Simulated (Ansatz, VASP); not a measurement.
# Cross-check of HfCdS3 between VASP and Ansatz

Aim: how closely do two programs agree when they are given the same cell, functional and k mesh? The cell is generated by rule, not measured, and may not be a known phase. The cell is taken from a series of runs on this material, whose earlier steps may have relaxed, scaled, displaced or heated it; both programs get it as it stands.

Main program and level: Ansatz 0.2.0; plane waves, with VASP 6.6.1 beside it; relaxation of cell and atoms at PBEsol.

### 1. The starting structure

Symmetry: Imma, No. 74, orthorhombic system. Conventional cell: a = 7.117 Å, b = 9.436 Å, c = 6.310 Å, α = 90.00°, β = 90.00°, γ = 90.00°. Nearest to Cd lie 5 S at 2.49 to 2.71 Å. Hf has 6 S at 2.49 to 2.56 Å nearest. Nearest to S lie 1 Cd at 2.49 Å and 2 Hf at 2.56 Å. Nearest to S lie 2 Hf at 2.49 Å and 2 Cd at 2.71 Å. Farther neighbours and most contacts between anions are not listed.

### 2. VASP: relaxation of cell and atoms, PBEsol, pair 1

The relaxed volume is the usual yardstick between codes: in a stiff, nearly cubic crystal its relative difference is about their pressure difference at one cell divided by the bulk modulus.

Lines of VASP's logs that name or quote its potential files are left out, and so is its time.

File INCAR:

```
SYSTEM = HfCdS3
PREC = Accurate
ENCUT = 500
EDIFF = 1E-07
NELM = 120
ISMEAR = 0
SIGMA = 0.01
LREAL = .FALSE.
ALGO = Normal
GGA = PS
NBANDS = 50
LASPH = .TRUE.
LORBIT = 11
LWAVE = .FALSE.
LCHARG = .FALSE.
ISIF = 3
IBRION = 2
NSW = 80
EDIFFG = -0.005
GGA_COMPAT = .FALSE.
NELMIN = 4
EFERMI = MIDGAP
KPAR = 2
```

File POSCAR:

```
HfCdS3
1.0
   -3.5585960000      4.7178810000      3.1547890000
    3.5585960000     -4.7178810000      3.1547890000
    3.5585960000      4.7178810000     -3.1547890000
Cd Hf S
2 2 6
Direct
    0.8037987376      0.0537987906      0.7499999470
    0.1962010504      0.9462011034      0.2499999470
    0.4999998940      0.4999999470      0.9999999470
    0.9999998940      0.4999999470      0.4999999470
    0.5904694151      0.3404694681      0.2499999470
    0.4095303729      0.6595304259      0.7499999470
    0.8280894007      0.9999999470      0.3280894537
    0.1719103873      0.9999999470      0.6719104403
    0.8280894007      0.4999999470      0.8280894537
    0.1719103873      0.4999999470      0.1719104403
```

File KPOINTS:

```
Automatic mesh
0
Gamma
6 6 6
0 0 0
```

Potentials, in the order of the species: Cd, Hf_pv and S (PBE family, release 64).

The run is started by

```bash
$ mpirun -np 2 vasp_std
```

Numbers of over 12 decimals in the logs are rounded to 6 here.

The log of the run:

```text
[banner, memory and clock lines left out]
running    2 mpi-ranks, on    1 nodes
 distrk:  each k-point on    1 cores,    2 groups
 distr:  one band on    1 cores,    1 groups

 POSCAR found type information on POSCAR CdHfS
 POSCAR found :  3 types and      10 ions
|                                                                             |
|               ----> ADVICE to this user running VASP <----                  |
|                                                                             |
|     You enforced a specific xc type in the INCAR file but a different       |
|     [... a line on the potential file left out ...]
|     I HOPE YOU KNOW WHAT YOU ARE DOING!                                     |
|                                                                             |

 LDA part: xc-table for (Slater+PW92), standard interpolation
 POSCAR, INCAR and KPOINTS ok, starting setup
 FFT: planning ... GRIDC
 FFT: planning ... GRID_SOFT
 FFT: planning ... GRID
 WAVECAR not read
 entering main loop
       N       E                     dE             d eps       ncg     rms          rms(c)
DAV:   1     0.512905794397E+03    0.51291E+03   -0.38340E+04  4632   0.143E+03
DAV:   2    -0.233806369884E+02   -0.53629E+03   -0.51149E+03  5298   0.353E+02
DAV:   3    -0.643614171698E+02   -0.40981E+02   -0.40335E+02  5686   0.854E+01
DAV:   4    -0.652480316728E+02   -0.88661E+00   -0.88312E+00  5416   0.130E+01
DAV:   5    -0.652708339731E+02   -0.22802E-01   -0.22780E-01  5528   0.200E+00    0.715E+01
DAV:   6    -0.605425389804E+02    0.47283E+01   -0.11911E+01  5856   0.202E+01    0.513E+01
DAV:   7    -0.604735245275E+02    0.69014E-01   -0.45634E+00  5468   0.907E+00    0.798E+00
DAV:   8    -0.603151301494E+02    0.15839E+00   -0.13389E+00  5282   0.621E+00    0.203E+00
DAV:   9    -0.603052322719E+02    0.98979E-02   -0.73547E-02  5192   0.153E+00    0.128E+00
DAV:  10    -0.603050485338E+02    0.18374E-03   -0.77574E-03  5542   0.388E-01    0.944E-01
DAV:  11    -0.603050499192E+02   -0.13854E-05   -0.14304E-03  5296   0.148E-01    0.311E-01
DAV:  12    -0.603050268537E+02    0.23066E-04   -0.34393E-04  5200   0.645E-02    0.783E-02
DAV:  13    -0.603050044446E+02    0.22409E-04   -0.49338E-05  5192   0.355E-02    0.313E-02
DAV:  14    -0.603050017707E+02    0.26740E-05   -0.25818E-05  5420   0.173E-02    0.318E-02
DAV:  15    -0.603050018986E+02   -0.12793E-06   -0.93930E-07  5840   0.414E-03    0.265E-02
DAV:  16    -0.603050019654E+02   -0.66821E-07   -0.22621E-07  3786   0.215E-03
   1 F= -.60305002E+02 E0= -.60305002E+02  d E =-.603050E+02
[...]
2 F= -.60305689E+02 E0= -.60305689E+02  d E =-.687256E-03
[...]
3 F= -.60305690E+02 E0= -.60305690E+02  d E =-.687827E-03
[...]
4 F= -.60306155E+02 E0= -.60306155E+02  d E =-.465239E-03
[...]
5 F= -.60306191E+02 E0= -.60306191E+02  d E =-.501299E-03
 curvature:  -1.06 expect dE=-0.582E-04 dE for cont linesearch -0.500E-09
 trial: gam= 0.07101 g(F)=  0.331E-04 g(S)=  0.216E-04 ort = 0.730E-06 (trialstep = 0.108E+01)
 search vector abs. value=  0.605E-04
 bond charge predicted
       N       E                     dE             d eps       ncg     rms          rms(c)
DAV:   1    -0.603062398017E+02   -0.48714E-04   -0.15517E-02  4618   0.479E-01    0.773E-02
DAV:   2    -0.603062336586E+02    0.61431E-05   -0.27058E-04  5340   0.755E-02    0.342E-02
DAV:   3    -0.603062239890E+02    0.96696E-05   -0.93190E-06  5380   0.157E-02    0.170E-02
DAV:   4    -0.603062210996E+02    0.28894E-05   -0.58406E-06  5532   0.116E-02    0.352E-03
DAV:   5    -0.603062210815E+02    0.18071E-07   -0.10089E-06  4990   0.472E-03    0.322E-03
DAV:   6    -0.603062210749E+02    0.66475E-08   -0.43524E-08  2590   0.879E-04
   6 F= -.60306221E+02 E0= -.60306221E+02  d E =-.299838E-04
 trial-energy change:   -0.000030  1 .order   -0.000030   -0.000059   -0.000001
 step:   1.1019(harm=  1.1019)  dis= 0.00076  next Energy=   -60.306221 (dE=-0.302E-04)
 reached required accuracy - stopping structural energy minimisation
```

OUTCAR, selected parts (step 2):

```text
ion  position               nearest neighbor table
   1  0.804  0.054  0.750-   6 2.49   7 2.71   9 2.71   8 2.71  10 2.71   4 3.67   3 3.67
   2  0.196  0.946  0.250-   5 2.49   7 2.71   9 2.71   8 2.71  10 2.71   4 3.67   3 3.67
   3  0.500  0.500  1.000-  10 2.49   8 2.49   7 2.49   9 2.49   6 2.56   5 2.56   2 3.67   1 3.67

  LATTYP: Found a body centered orthorhombic cell.
 ALAT       =     6.3095780000
 B/A-ratio  =     1.1279981007
 C/A-ratio  =     1.4954664163

 Subroutine GETGRP returns: Found  8 space group operations
 (whereof  4 operations were pure point group operations)

The static configuration has the point symmetry C_2h.
 The point group associated with its full space group is D_2h.

 Found     46 irreducible k-points:

   k-points           NKPTS =     46   k-points in BZ     NKDIM =     46   number of bands    NBANDS=     50

   dimension x,y,z NGX =    50 NGY =   50 NGZ =   50
   dimension x,y,z NGXF=   100 NGYF=  100 NGZF=  100

   ENCUT  =  500.0 eV  36.75 Ry    6.06 a.u.  12.21 12.21 12.21*2*pi/ulx,y,z

   NELECT =      80.0000    total number of electrons

 k-points in reciprocal lattice and weights: Automatic mesh
   0.00000000  0.00000000  0.00000000       0.005
   0.16666667  0.00000000  0.00000000       0.019
   0.33333333  0.00000000 -0.00000000       0.019
   0.50000000  0.00000000 -0.00000000       0.009
  -0.00000000  0.16666667  0.00000000       0.019
   0.16666667  0.16666667  0.00000000       0.037
   0.33333333  0.16666667 -0.00000000       0.037
   0.50000000  0.16666667 -0.00000000       0.037
  -0.33333333  0.16666667  0.00000000       0.037
[...]
-0.33333333 -0.33333333  0.33333333       0.009
   0.50000000  0.50000000  0.50000000       0.005

 average (electrostatic) potential at core
       1 -37.5169       2 -37.5169       3 -38.8767       4 -38.8767       5 -87.0737
       6 -87.0737       7 -87.3307       8 -87.3307       9 -87.3307      10 -87.3307

 E-fermi :   3.9942

 k-point     1 :       0.0000    0.0000    0.0000
  band No.  band energies     occupation
    ...
     36       2.7420      2.00000
     37       3.0166      2.00000
     38       3.2048      2.00000
     39       3.4455      2.00000
     40       3.5622      2.00000
     41       4.4194      0.00000
     42       4.9216      0.00000
     43       5.4835      0.00000
     44       5.5200      0.00000
     45       5.8280      0.00000
    ...

 k-point     2 :       0.1667    0.0000    0.0000
  band No.  band energies     occupation
    ...
     36       2.3470      2.00000
     37       2.7973      2.00000
     38       3.0660      2.00000
     39       3.2325      2.00000
     40       3.4714      2.00000
     41       4.5230      0.00000
     42       4.9504      0.00000
     43       5.6039      0.00000
     44       5.8058      0.00000
     45       6.1032      0.00000
    ...

 k-point     3 :       0.3333    0.0000   -0.0000
  band No.  band energies     occupation
    ...
     36       2.0571      2.00000
     37       2.5592      2.00000
     38       2.8449      2.00000
     39       3.1209      2.00000
     40       3.2373      2.00000
     41       4.7398      0.00000
     42       4.9370      0.00000
     43       5.9295      0.00000
     44       5.9742      0.00000
     45       6.2039      0.00000
    ...

  Total        0.0028285     -0.0124489      0.0064008      0.0000000      0.0000000      0.0000000
  in kB        0.0214153     -0.0942553      0.0484626      0.0000000      0.0000000      0.0000000
  external PRESSURE =      -0.0081258 kB  Pullay stress =       0.0000000 kB

  energy-cutoff  :      500.00
  volume of cell :      211.61
      direct lattice vectors                 reciprocal lattice vectors
    -3.558256245  4.714052962  3.153882011     0.000000000  0.106065843  0.158534783
     3.558256245 -4.714052962  3.153882011     0.140518267  0.000000000  0.158534783
     3.558256245  4.714052962 -3.153882011     0.140518267  0.106065843  0.000000000

 POSITION                                       TOTAL-FORCE (eV/Angst)
 -----------------------------------------------------------------------------------
      0.00000      7.07108      0.33848         0.000000      0.000000     -0.004584
      3.55826     -2.35703      2.81541        -0.000000     -0.000000      0.004584
      3.55826      4.71405     -0.00000         0.000000     -0.000000      0.000000
      0.00000      4.71405      3.15388        -0.000000      0.000000      0.000000
     -0.00000      2.35703      2.15497         0.000000      0.000000      0.000255
      3.55826      2.35703      0.99891        -0.000000     -0.000000     -0.000255
      1.77913      0.72966      4.73082        -0.000000      0.000588     -0.000000
      5.33738     -0.72966      1.57694         0.000000     -0.000588      0.000000
      1.77913      5.44371      1.57694        -0.000000      0.000588     -0.000000
      1.77913     -0.72966      1.57694        -0.000000     -0.000588      0.000000
 -----------------------------------------------------------------------------------
    total drift:                               -0.000018      0.001529      0.001028

  FREE ENERGIE OF THE ION-ELECTRON SYSTEM (eV)
  ---------------------------------------------------
  free  energy   TOTEN  =       -60.3062210749 eV

  energy  without entropy=      -60.3062210749  energy(sigma->0) =      -60.30622107

 reached required accuracy - stopping structural energy minimisation

 total charge
# of ion       s       p       d       tot
------------------------------------------
    1        0.398   0.269   9.568  10.234
    2        0.398   0.269   9.568  10.234
    3        0.321   6.531   1.468   8.320
    4        0.321   6.531   1.468   8.320
    5        1.318   2.403   0.000   3.721
    6        1.318   2.403   0.000   3.721
    7        1.327   2.431   0.000   3.758
    8        1.327   2.431   0.000   3.758
    9        1.327   2.431   0.000   3.758
   10        1.327   2.431   0.000   3.758
--------------------------------------------------
tot          9.381  28.131  22.071  59.583

[... 3 further parts left out ...]
```

(Continued in part 2 of 2.)

[Lines on the potential files, build, host, timing and source positions are cut from VASP's logs without a mark.]

[Logs are printed without paths, hosts, clocks, repeated set-up lines and the standing remarks that a program may print on its own settings, such as how far it seeks lower states.]

[Hosts, paths, dates, database ids (printed as entryN), source tags and the programs' standing remarks are cut or masked in the printed files.]
